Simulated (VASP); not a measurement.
Consider the following.

```yaml
crystal:
  lattice:
    - [0.00000, 2.75329, 2.75329]
    - [2.75329, 0.00000, 2.75329]
    - [2.75329, 2.75329, 0.00000]
  atoms:
    - { symbol: Rh, position: [0.00000, 0.00000, 0.00000] }
    - { symbol: Se, position: [0.25000, 0.25000, 0.25000] }
```

Method: r2SCAN meta-GGA, VASP's PBE PAW potentials (set 64) (plane waves; VASP 6.6.1). Numerical set-up: 400 eV cut-off, 13×13×13 Γ-centred mesh, tetrahedra with Blöchl corrections, potentials Rh_pv Se.

Q: Tabulate the total density of states (states/eV per cell) against energy (eV; zero at the valence-band maximum or, without a gap, the Fermi level).

A: 
```tsv
E (eV)	DOS (states/eV)
-9.98	0.00
-9.86	0.00
-9.62	0.00
-9.50	0.00
-9.26	0.00
-9.14	0.00
-8.90	0.00
-8.78	0.00
-8.66	0.00
-8.42	0.00
-8.30	0.00
-8.06	0.00
-7.94	0.00
-7.82	0.00
-7.58	0.00
-7.46	0.00
-7.22	0.00
-7.10	0.00
-6.86	0.00
-6.74	0.00
-6.62	0.02
-6.38	1.05
-6.26	1.53
-6.02	4.90
-5.90	4.46
-5.78	1.53
-5.54	1.62
-5.42	5.71
-5.18	4.74
-5.06	3.68
-4.82	2.57
-4.70	2.23
-4.58	1.98
-4.34	0.00
-4.22	0.00
-3.98	0.00
-3.86	0.00
-3.74	0.00
-3.50	0.00
-3.38	0.00
-3.14	0.00
-3.02	0.00
-2.78	3.96
-2.66	7.32
-2.54	3.88
-2.30	7.20
-2.18	3.18
-1.94	0.03
-1.82	1.94
-1.70	3.10
-1.46	1.43
-1.34	1.12
-1.10	1.11
-0.98	1.47
-0.74	1.69
-0.62	1.55
-0.50	1.47
-0.26	1.47
-0.14	1.55
0.10	1.93
0.22	1.89
0.34	1.84
0.58	1.73
0.70	1.69
0.94	1.62
1.06	1.55
1.30	1.07
1.42	0.95
1.54	0.86
1.78	0.69
1.90	0.62
2.14	0.47
2.26	0.41
2.38	0.36
2.62	0.21
2.74	0.14
2.98	0.01
3.10	0.02
3.34	0.04
3.46	0.06
```
Within 2 eV below the Fermi level the largest weight inside VASP's projection spheres is Rh d.

The structure was generated: RhSe was put into the zinc blende type (F-43m), which need not be its known phase. It was relaxed first, which changed the volume by -25 %. The electron count is odd and the run is not spin-polarised, which forces a metal.
